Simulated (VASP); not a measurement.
**Sn: formation energy of a point defect**

Wanted: what a point defect costs in Sn and how the lattice relaxes round it. The start is a computed cell from the Materials Project.

Calculated with VASP 6.6.1; r2SCAN; plane waves and PAW (Sn).

Report form: the programs' logs are mostly left out.

## (1) The host crystal

It takes space group I4_1/amd (No. 141, tetragonal). The conventional cell has a = 5.880 Å, b = 5.880 Å, c = 3.199 Å, α = 90.00°, β = 90.00°, γ = 90.00°. Nearest to Sn lie 6 Sn at 3.05 to 3.20 Å.

Coordinates:

```xyz
2
Lattice="-2.9401 2.9401 1.5993 2.9401 -2.9401 1.5993 2.9401 2.9401 -1.5993" Properties=species:S:1:pos:R:3 pbc="T T T"
Sn    0.0000    0.0000    0.0000
Sn    0.0000    2.9401    0.7997
```

## (2) The host at zero pressure

The later steps need the crystal at this functional's own lattice; a raised cutoff keeps the stress reliable while the cell changes.

INCAR reads:

```
SYSTEM = Sn
PREC = Accurate
ENCUT = 350
EDIFF = 1E-06
NELM = 120
ISMEAR = 1
SIGMA = 0.15
LREAL = .FALSE.
ALGO = Normal
METAGGA = R2SCAN
LASPH = .TRUE.
NBANDS = 10
LORBIT = 11
LWAVE = .FALSE.
LCHARG = .FALSE.
KPAR = 4
IBRION = 2
NSW = 40
ISIF = 3
EDIFFG = -0.02
POTIM = 0.4
```

POSCAR reads:

```
Sn
1.0
   -2.9401404553      2.9401404553      1.5993019889
    2.9401404553     -2.9401404553      1.5993019889
    2.9401404553      2.9401404553     -1.5993019889
Sn
2
Direct
    0.0000000000      0.0000000000      0.0000000000
    0.7500000000      0.2500000000      0.5000000000
```

KPOINTS reads:

```
Automatic mesh
0
Gamma
12 12 12
0 0 0
```

PAW data sets: Sn (PBE family, release 64).

On the command line:

```
> mpirun -np 4 vasp_std
```

Elapsed: 2.7 min, on 4 MPI ranks of AMD EPYC 7R43, shared host; peak memory 0.6 GiB; 9.5 min of CPU time.

The PAW data sets were made with PBE, which is usual practice but a small mismatch for other functionals. The data set Sn keeps the semicore shell frozen, which is cheaper and a little less accurate. The run keeps the 16 symmetry operations of its start, so it cannot find a distortion of lower symmetry.

Step by step:

```csv
step,energy less that of the first step (eV),largest force (eV/Å),pressure (GPa),volume (Å³)
1,0.0000,0.0000,-0.31,55.30
2,-0.0003,0.0000,0.03,54.96
```

```csv
"conventional cell, symmetrised",before,after,change
a (Å),5.880,5.869,-0.2 %
b (Å),5.880,5.869,-0.2 %
c (Å),3.199,3.192,-0.2 %
volume (Å³/atom),27.65,27.48,-0.6 %
```

Final coordinates:

```xyz
2
Lattice="-2.9344 2.9344 1.5958 2.9344 -2.9344 1.5958 2.9344 2.9344 -1.5958" Properties=species:S:1:pos:R:3 pbc="T T T"
Sn    0.0000    0.0000    0.0000
Sn    0.0000    2.9344    0.7979
```

Numbers from this step:

```
electronic cycles                               : 18
electrons                                       : 8
free energy (TOTEN)                             : -49.26 eV
energy at zero smearing                         : -49.26 eV
Fermi energy                                    : 5.084 eV
labelled metallic, from the levels on this mesh : yes
```

The run ended after 2 ionic steps, 0.000 eV below its first step, once forces and stress met EDIFFG = -0.02.

## (3) The perfect supercell

System of this step: Sn. The structure is tetragonal, space group I4_1/amd (No. 141). Conventional cell: a = 5.869 Å, b = 5.869 Å, c = 3.192 Å, α = 90.00°, β = 90.00°, γ = 90.00°. Sn has 6 Sn at 3.04 to 3.19 Å nearest.

The same cell, mesh and cutoff without the defect give the energy to subtract and, in a gapped host, the band edges to count from, so that most errors cancel.

INCAR reads:

```
SYSTEM = Sn
PREC = Normal
ENCUT = 300
EDIFF = 1E-05
NELM = 120
ISMEAR = 1
SIGMA = 0.2
LREAL = Auto
ALGO = Normal
METAGGA = R2SCAN
LASPH = .TRUE.
NBANDS = 72
LORBIT = 11
LWAVE = .FALSE.
LCHARG = .FALSE.
KPAR = 4
```

POSCAR reads:

```
Sn
1.0
   -5.8687231004      5.8687231004      3.1916348258
    8.8030846506     -8.8030846506      4.7874522387
    5.8687231004      5.8687231004     -3.1916348258
Sn
24
Direct
    0.0000000000      0.0000000000      0.0000000000
    0.0000000000      0.0000000000      0.5000000000
    0.0000000000      0.3333333333      0.0000000000
    0.0000000000      0.3333333333      0.5000000000
    0.0000000000      0.6666666667      0.0000000000
    0.0000000000      0.6666666667      0.5000000000
    0.5000000000      0.0000000000      0.0000000000
    0.5000000000      0.0000000000      0.5000000000
    0.5000000000      0.3333333333      0.0000000000
    0.5000000000      0.3333333333      0.5000000000
    0.5000000000      0.6666666667      0.0000000000
    0.5000000000      0.6666666667      0.5000000000
    0.3750000000      0.0833333333      0.2500000000
    0.3750000000      0.0833333333      0.7500000000
    0.3750000000      0.4166666667      0.2500000000
    0.3750000000      0.4166666667      0.7500000000
    0.3750000000      0.7500000000      0.2500000000
    0.3750000000      0.7500000000      0.7500000000
    0.8750000000      0.0833333333      0.2500000000
    0.8750000000      0.0833333333      0.7500000000
    0.8750000000      0.4166666667      0.2500000000
    0.8750000000      0.4166666667      0.7500000000
    0.8750000000      0.7500000000      0.2500000000
    0.8750000000      0.7500000000      0.7500000000
```

KPOINTS reads:

```
Automatic mesh
0
Gamma
6 4 4
0 0 0
```

On the command line:

```
> mpirun -np 4 vasp_std
```

Elapsed: 18 min, on 4 MPI ranks; peak memory 2.9 GiB; 70 min of CPU time.

This step gave:

* electronic cycles: 12
* electrons: 96
* free energy (TOTEN): -591.0808 eV
* energy at zero smearing: -591.0842 eV
* Fermi energy: 5.056 eV

The host is treated as a metal, as its relaxation found a gap under 0.3 eV or none, and only the neutral defect is run.

## (4) Relaxing the defect

System of this step: Sn. The cell holds 23 atoms: 23 Sn. Cell: a = 8.892 Å, b = 13.338 Å, c = 8.892 Å, α = 97.4°, β = 97.4°, γ = 137.9°. It derives from Sn. Nearest the centre at fractional (0.000, 0.000, 0.000): Sn19 at 3.04 Å, Sn18 at 3.04 Å, Sn23 at 3.04 Å, Sn12 at 3.04 Å, Sn10 at 3.19 Å, Sn8 at 3.19 Å, Sn17 at 3.79 Å, Sn22 at 3.79 Å.

The host is treated as a metal, since its gap is under 0.3 eV or closed. The atoms relax at the host's fixed cell.

INCAR, as its differences from that of step 3:

```diff
@@ -11,6 +11,13 @@
 LASPH = .TRUE.
-NBANDS = 72
+NBANDS = 69
 LORBIT = 11
 LWAVE = .FALSE.
-LCHARG = .FALSE.
+LCHARG = .TRUE.
 KPAR = 4
+IBRION = 2
+NSW = 50
+ISIF = 2
+EDIFFG = -0.03
+POTIM = 0.4
+MAXMIX = 40
+ISYM = 2
```

POSCAR reads:

```
Sn
1.0
   -5.8687231004      5.8687231004      3.1916348258
    8.8030846506     -8.8030846506      4.7874522387
    5.8687231004      5.8687231004     -3.1916348258
Sn
23
Direct
    0.0000000000      0.0000000000      0.5000000000
    0.0000000000      0.3333333300      0.0000000000
    0.0000000000      0.3333333300      0.5000000000
    0.0000000000      0.6666666700      0.0000000000
    0.0000000000      0.6666666700      0.5000000000
    0.5000000000      0.0000000000      0.0000000000
    0.5000000000      0.0000000000      0.5000000000
    0.5000000000      0.3333333300      0.0000000000
    0.5000000000      0.3333333300      0.5000000000
    0.5000000000      0.6666666700      0.0000000000
    0.5000000000      0.6666666700      0.5000000000
    0.3750000000      0.0833333300      0.2500000000
    0.3750000000      0.0833333300      0.7500000000
    0.3750000000      0.4166666700      0.2500000000
    0.3750000000      0.4166666700      0.7500000000
    0.3750000000      0.7500000000      0.2500000000
    0.3750000000      0.7500000000      0.7500000000
    0.8750000000      0.0833333300      0.2500000000
    0.8750000000      0.0833333300      0.7500000000
    0.8750000000      0.4166666700      0.2500000000
    0.8750000000      0.4166666700      0.7500000000
    0.8750000000      0.7500000000      0.2500000000
    0.8750000000      0.7500000000      0.7500000000
```

KPOINTS is that of step 3.

On the command line:

```
> mpirun -np 4 vasp_std
```

Wall time 51 min (4 MPI ranks).

The steps of the relaxation:

```csv
step,energy less that of the first step (eV),largest force (eV/Å)
1,0.0000,0.2813
2,-0.0206,0.2396
3,-0.0611,0.1322
4,-0.0414,0.3237
```

The atoms that moved most (Å):

```csv
atom,dx,dy,dz,length
Sn17,0.007,0.080,0.073,0.109
Sn13,0.083,0.003,-0.070,0.109
Sn19,0.003,-0.068,-0.060,0.091
Sn14,-0.076,-0.005,-0.041,0.087
Sn22,-0.004,-0.078,0.037,0.086
Sn7,-0.022,-0.002,0.082,0.085
Sn3,-0.043,0.008,-0.067,0.080
Sn12,0.001,0.055,-0.045,0.071
```

The relaxed structure:

```cif
data_structure
_symmetry_space_group_name_H-M 'P 1'
_symmetry_Int_Tables_number 1
_cell_length_a 8.8922
_cell_length_b 13.3382
_cell_length_c 8.8922
_cell_angle_alpha 97.402
_cell_angle_beta 97.402
_cell_angle_gamma 137.931
_cell_volume 659.56
loop_
_atom_site_label
_atom_site_type_symbol
_atom_site_fract_x
_atom_site_fract_y
_atom_site_fract_z
_atom_site_occupancy
Sn1 Sn 0.00125 0.99917 0.50064 1
Sn2 Sn 0.01155 0.34056 0.00226 1
Sn3 Sn 0.99009 0.32384 0.49695 1
Sn4 Sn 0.99210 0.66164 0.00233 1
Sn5 Sn 0.99663 0.66694 0.50309 1
Sn6 Sn 0.49840 0.99860 0.99607 1
Sn7 Sn 0.51273 0.00733 0.49794 1
Sn8 Sn 0.49980 0.33326 0.99903 1
Sn9 Sn 0.50025 0.33682 0.50147 1
Sn10 Sn 0.50121 0.66801 0.00248 1
Sn11 Sn 0.49989 0.66705 0.50090 1
Sn12 Sn 0.37256 0.07864 0.25473 1
Sn13 Sn 0.36418 0.08066 0.75726 1
Sn14 Sn 0.36814 0.40804 0.24309 1
Sn15 Sn 0.37471 0.41518 0.74922 1
Sn16 Sn 0.37256 0.74843 0.24898 1
Sn17 Sn 0.39327 0.75805 0.75741 1
Sn18 Sn 0.87979 0.08791 0.25254 1
Sn19 Sn 0.85978 0.07721 0.74448 1
Sn20 Sn 0.87887 0.42077 0.25184 1
Sn21 Sn 0.87610 0.41522 0.74776 1
Sn22 Sn 0.87412 0.75361 0.24298 1
Sn23 Sn 0.88200 0.75306 0.74653 1
```

The run met its time limit with a largest force of 0.32 eV/Å at its last finished step, so it is continued.

## (5) Going on with the relaxation

The relaxation goes on from where it stopped.

INCAR, as its differences from that of step 4:

```diff
@@ -20,3 +20,3 @@
 EDIFFG = -0.03
-POTIM = 0.4
+POTIM = 0.25
 MAXMIX = 40
```

POSCAR reads:

```
Sn
1.0
   -5.8687231004      5.8687231004      3.1916348258
    8.8030846506     -8.8030846506      4.7874522387
    5.8687231004      5.8687231004     -3.1916348258
Sn
23
Direct
    0.0012489622      0.9991649997      0.5006410972
    0.0115499383      0.3405565527      0.0022641541
    0.9900912055      0.3238422877      0.4969528883
    0.9921024540      0.6616354860      0.0023312861
    0.9966281339      0.6669400327      0.5030924271
    0.4983963792      0.9986017540      0.9960736630
    0.5127336425      0.0073343258      0.4979437698
    0.4998011095      0.3332558239      0.9990348687
    0.5002528960      0.3368249023      0.5014718295
    0.5012052691      0.6680136660      0.0024784356
    0.4998917941      0.6670461949      0.5008989118
    0.3725627818      0.0786435236      0.2547266540
    0.3641832979      0.0806589519      0.7572576081
    0.3681429930      0.4080414846      0.2430857272
    0.3747095430      0.4151838676      0.7492184991
    0.3725625977      0.7484333145      0.2489831965
    0.3932743974      0.7580476980      0.7574059580
    0.8797882390      0.0879139118      0.2525417181
    0.8597830621      0.0772058514      0.7444797742
    0.8788682405      0.4207676041      0.2518434818
    0.8761021303      0.4152231021      0.7477643646
    0.8741169155      0.7536095738      0.2429838524
    0.8820040176      0.7530550909      0.7465258348
```

KPOINTS is that of step 4.

On the command line:

```
> mpirun -np 4 vasp_std
```

Elapsed: 51 min, on 4 MPI ranks.

The run was stopped at its time limit, so it gives no result of its own.

## (6) Results

```
result : none
```

What this shows: The session ends without its result: «relax the defect» met its time limit.

[Lines on the potential files, build, host, timing and source positions are cut from VASP's logs without a mark.]

[Logs are printed without paths, hosts, clocks, repeated set-up lines and the standing remarks that a program may print on its own settings, such as how far it seeks lower states.]

[Hosts, paths, dates, database ids (printed as entryN), source tags and the programs' standing remarks are cut or masked in the printed files.]

[In band tables of VASP the shares of atoms and orbitals are scaled to a sum of 1 inside the atoms' spheres.]

[Runs that stopped without an error message from VASP are left out.]
